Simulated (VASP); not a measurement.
Here is the system:

```yaml
crystal:
  lattice:
    - [0.00000, 2.48783, 2.48783]
    - [2.48783, 0.00000, 2.48783]
    - [2.48783, 2.48783, 0.00000]
  atoms:
    - { symbol: Eu, position: [0.00000, 0.00000, 0.00000] }
    - { symbol: O, position: [0.50000, 0.50000, 0.50000] }
```

Computed with PW91 GGA, VASP's PBE PAW potentials (set 64) (plane waves; VASP). Run with 520 eV cut-off, 10×10×10 Γ-centred mesh, tetrahedra with Blöchl corrections, potentials Eu_2 O.

The 4f electrons are frozen in the core of the lanthanide potential, so 4f levels, which can set the real gap, and their magnetism are missing.

Problem. Tabulate the total density of states (states/eV per cell) against energy (eV; zero at the valence-band maximum or, without a gap, the Fermi level).

Solution. 
```
E (eV)  DOS (states/eV)
------  ---------------
-9.97              0.00
-9.73              0.00
-9.61              0.00
-9.37              0.00
-9.13              0.00
-9.01              0.00
-8.77              0.00
-8.53              0.00
-8.29              0.00
-8.17              0.00
-7.93              0.00
-7.69              0.00
-7.57              0.00
-7.33              0.00
-7.09              0.00
-6.97              0.00
-6.73              0.00
-6.49              0.00
-6.25              0.00
-6.13              0.00
-5.89              0.00
-5.65              0.00
-5.53              0.00
-5.29              0.00
-5.05              0.00
-4.93              0.00
-4.69              0.00
-4.45              0.00
-4.33              0.00
-4.09              0.00
-3.85              0.00
-3.61              0.00
-3.49              0.00
-3.25              0.00
-3.01              0.00
-2.89              0.00
-2.65              0.00
-2.41              0.24
-2.29              0.45
-2.05              1.12
-1.81              1.77
-1.57              2.06
-1.45              2.72
-1.21              3.24
-0.97              3.02
-0.85              2.98
-0.61              3.37
-0.37              5.42
-0.25              3.80
-0.01              0.07
0.23               0.00
0.47               0.00
0.59               0.00
0.83               0.00
1.07               0.00
1.19               0.00
1.43               0.00
1.67               0.00
1.79               0.00
2.03               0.00
2.27               0.00
2.39               0.00
2.63               0.00
2.87               0.04
3.11               0.15
3.23               0.17
3.47               0.22
3.71               0.27
3.83               0.30
4.07               0.36
4.31               0.40
4.43               0.43
4.67               0.49
4.91               0.58
5.15               0.78
5.27               0.86
5.51               0.98
5.75               1.15
5.87               1.11
6.11               0.95
```
Within 2 eV below the valence-band maximum the largest weight inside VASP's projection spheres is O p, then Eu p.

The compound is EuO in the rock salt structure. It was relaxed first, which changed the volume by -9 %.
